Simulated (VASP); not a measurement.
Write the native input for VASP 6.6.1 that does the following.

```
Task                   : single point
Functional             : PBE
Dispersion             : D3(BJ)
Potentials or basis    : VASP PAW PBE potentials, release 64 (Be, B)
Cutoff                 : 520 eV
k mesh                 : 3 × 3 × 2
Occupations            : fermi-dirac, width 0.05 eV
Spin                   : no spin polarisation
Dipole correction      : no
Further INCAR settings : LREAL = Auto; ALGO = Normal; EDIFF = 1e-07; NBANDS = 32
```

The structure of Be16B (a cell with a defect) lies in POSCAR:

```
Be16B
1.0
   -2.2900000000     -3.9663960000      0.0000000000
    3.4350000000     -1.9831980000      0.0000000000
    0.0000000000      0.0000000000      7.1768600000
Be B
16 1
Direct
    0.7514701324      0.4939530020      0.0099031075
    0.4446580519      0.3320377914      0.2951486318
    0.7064943802      0.4450521886      0.5234795720
    0.5529195876      0.2852932245      0.7906029294
    0.5076323362     -0.0306730239      0.0079393070
    0.2384473188      0.8430360274      0.2337785349
    0.5026366571     -0.0760233348      0.4892752831
    0.2783252795      0.8198304556      0.7399242807
    0.2600422358      0.4754110890      0.0123287634
   -0.0388862858      0.3192748962      0.2379023625
    0.0965947971      0.5917182597      0.4681531906
    0.0263339255      0.3308456962      0.7530518755
   -0.0005309071     -0.0075798114     -0.0078814321
    0.7521377938      0.8105801909      0.2523902741
    0.0312763539      0.0801687355      0.4877238959
    0.7815171336      0.8045405220      0.7448333372
    0.3458801096      0.3268378911      0.5832017865
```

The cell was built by a generator and needn't be a form met in nature.

One way to write it, as run:

INCAR

```
SYSTEM = Be16B
ALGO = Normal ; EDIFF = 1E-7
ENCUT = 520 ; GGA = PE
ISIF = 2 ; ISMEAR = -1
IVDW = 12 ; LASPH = .True.
LCHARG = .False. ; LREAL = Auto
LWAVE = .False. ; NBANDS = 32
NELM = 60 ; PREC = Accurate
SIGMA = 0.05
```

KPOINTS

```
k-points
0
Gamma
  3 3 2
  0 0 0
```

Potentials or basis: VASP PAW PBE potentials, release 64 (Be, B).

Run with:

```bash
$ cat potpaw_PBE.64/Be/POTCAR potpaw_PBE.64/B/POTCAR > POTCAR
$ mpirun -np 1 vasp_std > vasp.out
```

It gave:

```
Pressure                   : 0.8 GPa
Largest force              : 0.101 eV/Å
Band gap on the k mesh     : none (metal or under the smearing width)
Dispersion energy per atom : -0.354 eV
```

Caveat: the k mesh is coarse (spacing up to 0.53 Å⁻¹), so the values aren't converged.

Run time: 43 s on 1 thread of Intel(R) Xeon(R) Platinum 8559C (Emerald Rapids), on a shared host, peak memory 0.25 GiB.
